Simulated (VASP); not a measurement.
A cell of Ni₃Al (L1_2) near equilibrium:

```yaml
crystal:
  lattice:
    - [3.51857, 0.00000, 0.00000]
    - [0.00000, 3.51857, 0.00000]
    - [0.00000, 0.00000, 3.51857]
  atoms:
    - { symbol: Al, position: [0.00000, 0.00000, 0.00000] }
    - { symbol: Ni, position: [0.00000, 0.50000, 0.50000], spin: 0.2 }
    - { symbol: Ni, position: [0.50000, 0.00000, 0.50000], spin: 0.2 }
    - { symbol: Ni, position: [0.50000, 0.50000, 0.00000], spin: 0.2 }
```

Calculation: PBEsol GGA, VASP's PBE PAW potentials (set 64) (plane waves; VASP 6.6.1).

| run | ΔE (meV/atom) | σxx | σyy | σzz | largest shear component, with its sign (GPa) | largest force (eV/Å) | moment (μB) |
|---|---|---|---|---|---|---|---|
| as it is | 0.0 | 0.18 | 0.18 | 0.18 | 0.00 | 0.000 | 0.70 |
| after one change | 83.9 | -17.97 | -17.97 | -17.97 | 0.00 | 0.000 | 0.77 |
Stress is in GPa, positive when the cell is compressed.

Which change was made?
A) atom 3 (Ni) moved by 0.075 Å along x
B) atom 1 (Al) moved by 0.025 Å along z
C) isotropic strain of -3.0 %
D) isotropic strain of +4.0 %

D, isotropic strain of +4.0 %

The compound is Ni3Al in the L1_2 structure. The spin order is the one that the start imposed; others were not tried in this run.
